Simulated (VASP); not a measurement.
The system is Be3Se2O.

```xyz
12
Lattice="5.0781 -2.8720 0.0000 5.0781 2.8720 0.0000 0.0000 0.0000 5.4450" Properties=species:S:1:pos:R:3 pbc="T T T"
Be    6.4382   -1.1759    2.2518
Be    3.7179   -1.1759    2.2518
Be    5.0781    2.2429    1.7842
Be    6.4382    1.1759    4.9743
Be    3.7179    1.1759    4.9743
Be    5.0781   -2.2429    4.5067
Se    6.6982   -1.0081    0.0393
Se    6.6982    1.0081    2.7618
Se    3.4579    1.0081    2.7618
Se    3.4579   -1.0081    0.0393
O     5.0781   -2.0301    2.7224
O     5.0781    2.0301    5.4449
```

The cell was built by a generator and needn't be a form met in nature.

Base run:

* Program: VASP 6.6.1
* Functional: PBEsol
* Potentials or basis: VASP PAW PBE potentials, release 64 (Be, Se, O)
* Cutoff: 520 eV
* k mesh: 6 × 6 × 6
* Occupations: gaussian, width 0.03 eV
* Spin: no spin polarisation

Its results: band gap on the k mesh 2.89 eV, indirect (least direct gap 3.17 eV); pressure -2.6 GPa; largest force 0.055 eV/Å.

Question: The run is repeated on the same cell with these changes: functional from PBEsol to PBE. What comes out?

Answer: Band gap on the k mesh 3.00 eV, indirect (least direct gap 3.28 eV); pressure 0.0 GPa; largest force 0.005 eV/Å.

PBE binds less tightly than PBEsol, so the same cell stands under more pressure.

Caveats: the PAW data sets were made with another functional, which shifts forces and pressure a little (some runs).
